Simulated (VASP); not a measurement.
## B (relaxed from the A7 structure, space group R-3m): computed properties

All values below come from PBEsol GGA, VASP's PBE PAW potentials (set 64) (plane waves; VASP 6.6.1).

```yaml
space_group: R-3m (166)
cell: a = b = 2.362 Å, c = 3.910 Å, α = β = 90.00°, γ = 120.00°
volume_per_atom: 6.30 Å^3/atom
band gap (over mesh and band path): none (metal, semimetal or under 0.01 eV)
density: 2.85 g/cm³
```

```cif
data_B2
_chemical_formula_sum 'B2'
_space_group_name_H-M_alt 'P 1'
_space_group_IT_number 1
_cell_length_a 2.94202
_cell_length_b 2.94202
_cell_length_c 2.94202
_cell_angle_alpha 47.328
_cell_angle_beta 47.328
_cell_angle_gamma 47.328
loop_
_space_group_symop_operation_xyz
  'x, y, z'
loop_
_atom_site_label
_atom_site_type_symbol
_atom_site_fract_x
_atom_site_fract_y
_atom_site_fract_z
_atom_site_occupancy
B1 B 0.25005 0.25005 0.25005 1
B2 B 0.74995 0.74995 0.74995 1
```

The structure was generated: B was put into the A7 type (R-3m), which need not be its known phase. It was relaxed first. Symmetry was kept, so distortions that lower it aren't found.
